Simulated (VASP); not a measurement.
Output of a VASP run:

OSZICAR:
```
       N       E                     dE             d eps       ncg     rms          rms(c)
DAV:   1     0.165833886706E+03    0.16583E+03   -0.97330E+03   812   0.146E+03
DAV:   2     0.811139239341E+01   -0.15772E+03   -0.15420E+03   908   0.358E+02
DAV:   3    -0.442132272777E+01   -0.12533E+02   -0.12230E+02  1028   0.103E+02
DAV:   4    -0.476102144112E+01   -0.33970E+00   -0.33954E+00   956   0.206E+01
DAV:   5    -0.477504259484E+01   -0.14021E-01   -0.14021E-01  1136   0.397E+00    0.421E+00
DAV:   6    -0.430544121964E+01    0.46960E+00   -0.15298E+00  1192   0.929E+00    0.298E+00
DAV:   7    -0.430787278733E+01   -0.24316E-02   -0.13007E-01   868   0.205E+00    0.174E+00
DAV:   8    -0.431093332938E+01   -0.30605E-02   -0.15879E-02   890   0.153E+00    0.319E-01
DAV:   9    -0.431049532624E+01    0.43800E-03   -0.31101E-03  1240   0.520E-01    0.928E-02
DAV:  10    -0.431071842572E+01   -0.22310E-03   -0.37357E-04   860   0.130E-01    0.653E-02
DAV:  11    -0.431071955953E+01   -0.11338E-05   -0.44064E-05  1012   0.818E-02    0.966E-03
DAV:  12    -0.431072051594E+01   -0.95642E-06   -0.28023E-06   938   0.168E-02    0.483E-03
DAV:  13    -0.431072050068E+01    0.15263E-07   -0.21743E-07   802   0.386E-03
   1 F= -.43107205E+01 E0= -.43107205E+01  d E =-.234208E-12
```

File OUTCAR:
```
------------------------ aborting loop because EDIFF is reached ----------------------------------------
  FORCE on cell =-STRESS in cart. coord.  units (eV):
  Direction    XX          YY          ZZ          XY          YZ          ZX
  --------------------------------------------------------------------------------------
  Total       -1.0358702     -1.0358702     -1.0358702      0.0000000      0.0000000     -0.0000000
  in kB      -30.2158882    -30.2158882    -30.2158882      0.0000000      0.0000000     -0.0000000
  external PRESSURE =     -30.2158882 kB  Pullay stress =       0.0000000 kB
  volume of cell :       54.93
      direct lattice vectors                 reciprocal lattice vectors
     0.000000000  3.017057000  3.017057000    -0.165724413  0.165724413  0.165724413
     3.017057000  0.000000000  3.017057000     0.165724413 -0.165724413  0.165724413
     3.017057000  3.017057000  0.000000000     0.165724413  0.165724413 -0.165724413
  FREE ENERGIE OF THE ION-ELECTRON SYSTEM (eV)
  ---------------------------------------------------
  free  energy   TOTEN  =        -4.3107205007 eV

  energy  without entropy=       -4.3107205007  energy(sigma->0) =       -4.31072050
```
(Selected blocks of OUTCAR.)

POSCAR:
```
PbS
1
    0.0000000000     3.0170569996     3.0170569996
    3.0170569996     0.0000000000     3.0170569996
    3.0170569996     3.0170569996     0.0000000000
Pb S
1 1
Direct
  0.0000000000   0.0000000000   0.0000000000
  0.5000000000   0.5000000000   0.5000000000
```

**Question.** Write an INCAR and KPOINTS that could have produced this output.

**Answer.** Several could match; the one computed here: the input of the run itself, vdW-DF-cx, plane waves, VASP's PBE PAW potentials (set 64).

### INCAR
```
AGGAC = 0.0
ALGO = Normal
EDIFF = 1E-7
ENCUT = 520
GGA = CX
ISIF = 2
ISMEAR = 0
LASPH = .TRUE.
LCHARG = .FALSE.
LMAXMIX = 4
LREAL = .FALSE.
LUSE_VDW = .TRUE.
LWAVE = .FALSE.
NELM = 100
PREC = Accurate
SIGMA = 0.05
SYSTEM = PbS
```

KPOINTS:
```
Automatic mesh
0
Gamma
8 8 8
0 0 0
```

POTCAR, in this order: Pb_d S (PBE.64 set). Program: vasp_std.

The compound is PbS in the rock salt structure. This cell is one point of a volume scan, at 1.06 of the reference volume.
